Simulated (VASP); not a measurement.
OSZICAR of a VASP run on Y (hcp):

File OSZICAR:
```
       N       E                     dE             d eps       ncg     rms          rms(c)
DAV:   1     0.885993643287E+02    0.88599E+02   -0.11671E+04  1920   0.139E+03
DAV:   2    -0.502302041898E+01   -0.93622E+02   -0.92736E+02  2375   0.290E+02
DAV:   3    -0.123688081990E+02   -0.73458E+01   -0.72627E+01  3661   0.484E+01
DAV:   4    -0.125073952527E+02   -0.13859E+00   -0.13771E+00  2208   0.735E+00
DAV:   5    -0.125107838184E+02   -0.33886E-02   -0.33885E-02  2756   0.874E-01    0.335E+01
DAV:   6    -0.122261897781E+02    0.28459E+00   -0.41569E-01  1963   0.480E+00    0.208E+01
DAV:   7    -0.121919203779E+02    0.34269E-01   -0.82371E-01  2382   0.636E+00    0.188E+00
DAV:   8    -0.121833154676E+02    0.86049E-02   -0.17957E-01  2312   0.273E+00    0.139E+00
DAV:   9    -0.121820498059E+02    0.12657E-02   -0.34961E-03  2752   0.431E-01    0.295E-01
DAV:  10    -0.121821537476E+02   -0.10394E-03   -0.25112E-03  2032   0.513E-01    0.437E-01
DAV:  11    -0.121820215510E+02    0.13220E-03   -0.25002E-04  2246   0.157E-01    0.653E-02
DAV:  12    -0.121820136071E+02    0.79439E-05   -0.35194E-05  2298   0.593E-02    0.242E-02
DAV:  13    -0.121820159476E+02   -0.23405E-05   -0.58652E-06  2270   0.251E-02    0.257E-03
DAV:  14    -0.121820161049E+02   -0.15732E-06   -0.14458E-07  2068   0.229E-03    0.263E-03
DAV:  15    -0.121820160063E+02    0.98643E-07   -0.24240E-08  1394   0.153E-03
   1 F= -.12182016E+02 E0= -.12181259E+02  d E =-.121820E+02
       N       E                     dE             d eps       ncg     rms          rms(c)
DAV:   1    -0.121829964865E+02   -0.98038E-03   -0.48157E-02  1920   0.178E+00    0.156E-01
DAV:   2    -0.121824724554E+02    0.52403E-03   -0.13663E-03  2095   0.267E-01    0.873E-02
DAV:   3    -0.121822381314E+02    0.23432E-03   -0.65981E-04  2466   0.197E-01    0.516E-02
DAV:   4    -0.121822421552E+02   -0.40238E-05   -0.21658E-05  2340   0.348E-02    0.208E-02
DAV:   5    -0.121822396258E+02    0.25293E-05   -0.74061E-06  2466   0.221E-02    0.335E-03
DAV:   6    -0.121822396857E+02   -0.59905E-07   -0.25377E-07  2145   0.371E-03
   2 F= -.12182240E+02 E0= -.12181496E+02  d E =-.223679E-03
       N       E                     dE             d eps       ncg     rms          rms(c)
DAV:   1    -0.121826029133E+02   -0.36329E-03   -0.20187E-02  1920   0.115E+00    0.100E-01
DAV:   2    -0.121823834421E+02    0.21947E-03   -0.57276E-04  2067   0.173E-01    0.568E-02
DAV:   3    -0.121822849744E+02    0.98468E-04   -0.27670E-04  2438   0.128E-01    0.340E-02
DAV:   4    -0.121822866949E+02   -0.17205E-05   -0.91092E-06  2319   0.226E-02    0.136E-02
DAV:   5    -0.121822854799E+02    0.12150E-05   -0.32039E-06  2445   0.145E-02    0.220E-03
DAV:   6    -0.121822855175E+02   -0.37621E-07   -0.10113E-07  1457   0.243E-03
   3 F= -.12182286E+02 E0= -.12181549E+02  d E =-.269511E-03
```

Question: Which electronic solver shows in the log?

Answer: It is blocked Davidson (ALGO = Normal, or the opening steps of other solvers). The INCAR had ALGO = Normal.

Question: Can the final energy be trusted as converged?

Answer: The calculation finished and met its thresholds. It stopped with EDIFF = 1E-7, NELM = 100, NSW = 30 and EDIFFG = -0.01 after 3 ionic steps (RPBE GGA, plane waves, VASP's PBE PAW potentials (set 64)).

The compound is Y in the hcp structure. This cell is one point of a volume scan, at 0.94 of the reference volume. Symmetry was kept, so distortions that lower it aren't found.
